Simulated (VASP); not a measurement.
A VASP calculation is set up with these files.

**INCAR**
```
SYSTEM = CoC
PREC = Accurate
ENCUT = 520
EDIFF = 1E-6
NELM = 100
ALGO = Normal
LREAL = .FALSE.
LASPH = .TRUE.
ISMEAR = 1
SIGMA = 0.1
GGA = PS
LMAXMIX = 4
ISPIN = 2
MAGMOM = 3.0 0.0
LORBIT = 10
LWAVE = .FALSE.
LCHARG = .FALSE.
IBRION = 2
ISIF = 3
NSW = 60
EDIFFG = -0.01
```

File POSCAR:
```
CoC
1.0
  0.0000000000   2.3324950000   2.3324950000
  2.3324950000   0.0000000000   2.3324950000
  2.3324950000   2.3324950000   0.0000000000
Co C
1 1
Direct
  0.0000000000   0.0000000000   0.0000000000
  0.2500000000   0.2500000000   0.2500000000
```

File KPOINTS:
```
Automatic mesh
0
Gamma
12 12 12
0 0 0
```

POTCAR, in this order: Co C (PBE.64 set). Program: vasp_std.

Translate this PBEsol calculation to Quantum ESPRESSO's pw.x.

One equivalent input (not run):
```
&CONTROL
  calculation = 'vc-relax'
  pseudo_dir = './pseudo'
  outdir = './out'
  tprnfor = .true.
  tstress = .true.
  nstep = 60
  forc_conv_thr = 0.00039
/
&SYSTEM
  ibrav = 0
  nat = 2
  ntyp = 2
  ecutwfc = 96
  occupations = 'smearing'
  smearing = 'methfessel-paxton'
  degauss = 0.00735
  input_dft = 'pbesol'
  nspin = 2
  starting_magnetization(1) = 0.3
/
&ELECTRONS
  conv_thr = 7.3e-08
  electron_maxstep = 100
/
&IONS
/
&CELL
/
ATOMIC_SPECIES
  Co 58.933 Co.upf
  C 12.011 C.upf
CELL_PARAMETERS angstrom
     0.0000000    2.3324950    2.3324950
     2.3324950    0.0000000    2.3324950
     2.3324950    2.3324950    0.0000000
ATOMIC_POSITIONS crystal
  Co   0.0000000  0.0000000  0.0000000
  C    0.2500000  0.2500000  0.2500000
K_POINTS automatic
  12 12 12 0 0 0
```
The two are equivalent in intent, not identical: the potentials are each code's own (VASP's PAW set, PseudoDojo norm-conserving files in pw.x), so ENCUT and ecutwfc are chosen apart and not converted; conv_thr bounds pw.x's estimated SCF error, while EDIFF bounds the energy change between steps; starting_magnetization is a fraction of the valence charge and MAGMOM a moment in μB, so they match only roughly; forc_conv_thr acts on force components and is met together with etot_conv_thr.

The structure was generated: CoC was put into the zinc blende type (F-43m), which need not be its known phase. This run relaxes it. Symmetry was kept, so distortions that lower it aren't found.
